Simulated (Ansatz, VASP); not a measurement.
LuBeSi4: VASP beside Ansatz

```
CELL_PARAMETERS angstrom
0.00000 3.57653 3.57653
3.57653 0.00000 3.57653
3.57653 3.57653 0.00000
ATOMIC_POSITIONS crystal
Lu 0.00000 0.00000 0.00000
Be 0.75000 0.75000 0.75000
Si 0.87183 0.37606 0.37606
Si 0.37606 0.37606 0.37606
Si 0.37606 0.87183 0.37606
Si 0.37606 0.37606 0.87183
```

Change from the starting cell: species swapped into the Be4SiNi type (F-43m, No. 216).

Alike in both runs: functional PBE; k mesh 10 × 10 × 10; occupations gaussian, width 0.1 eV; no spin polarisation.

Ansatz relaxed the structure, and its values are those at the end. VASP's run is a single point on that final structure, the one shown.

|  | VASP | Ansatz |
| --- | --- | --- |
| version | VASP 6.6.1 | Ansatz 0.2.0 |
| potentials or method | VASP PAW PBE potentials, release 64 (Lu, Be, Si) | scalar-relativistic, plane waves, PAW |
| plane-wave cutoff (eV) | 520 | 420 |
| valence electrons in the cell | 43 | 43 |

Ansatz gave:

- gap on the k mesh at the Fermi level (eV): none
- pressure (GPa): 0.0

What did VASP give for the same quantities?

gap on the k mesh at the Fermi level (eV): none; pressure (GPa): 0.1.

A gap of «none» marks a metal or a gap that the smearing closes.

Spin-orbit coupling is left out, which matters for the levels of Lu.
